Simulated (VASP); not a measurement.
```yaml
crystal:
  lattice:
    - [0.00000, 3.25421, 3.25421]
    - [3.25421, 0.00000, 3.25421]
    - [3.25421, 3.25421, 0.00000]
  atoms:
    - { symbol: Mg, position: [0.00000, 0.00000, 0.00000] }
    - { symbol: Te, position: [0.75000, 0.75000, 0.75000] }
```

These are PBE GGA, VASP's PBE PAW potentials (set 64) (plane waves; VASP) values and carry that method's errors. Settings: 480 eV cut-off, 6×6×6 Γ-centred mesh, Gaussian smearing of 0.050 eV, potentials Mg Te.

Unless said otherwise, spin-orbit coupling is left out, though it shifts the bands of the heavy elements here.

**Question.** What does the run give for the energy per atom (σ→0), band gap (on the k-mesh) with the smallest direct gap where there is one?

**Answer.** 
```yaml
band gap (on the k-mesh): 2.32 eV
smallest direct gap (on the k-mesh): 2.32 eV
energy per atom (σ→0): -3.201 eV/atom
```

The structure comes from a computed database's MgTe entry (F-43m); how it stands against other phases isn't given here. It was relaxed first. The start is the result of an earlier pass.
